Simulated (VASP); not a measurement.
Given:

```xyz
2
Lattice="0.0000 3.0675 3.0675 3.0675 0.0000 3.0675 3.0675 3.0675 0.0000" Properties=species:S:1:pos:R:3 pbc="T T T"
Ga     0.0000     0.0000     0.0000
Sb     1.5337     1.5337     1.5337
```

Method: PBE GGA with D3 dispersion (Becke-Johnson damping), VASP's PBE PAW potentials (set 64) (plane waves; VASP 6.6.1). Settings: 520 eV cut-off, 10×10×10 Γ-centred mesh, first-order Methfessel-Paxton smearing of 0.10 eV, potentials Ga_d Sb.

Question: The job: GaSb (zinc blende), 2 atoms, PBE-D3(BJ), static run, 520 eV, 10×10×10 Γ-centred mesh. Roughly how much core time does it take on a busy server core?

Answer: About 20 core-seconds (one run on a shared machine, a rough figure). It had 47 irreducible k-points, 13 bands, up to 1588 plane waves and 14 electronic steps.

The compound is GaSb in the zinc blende structure. It was relaxed first.
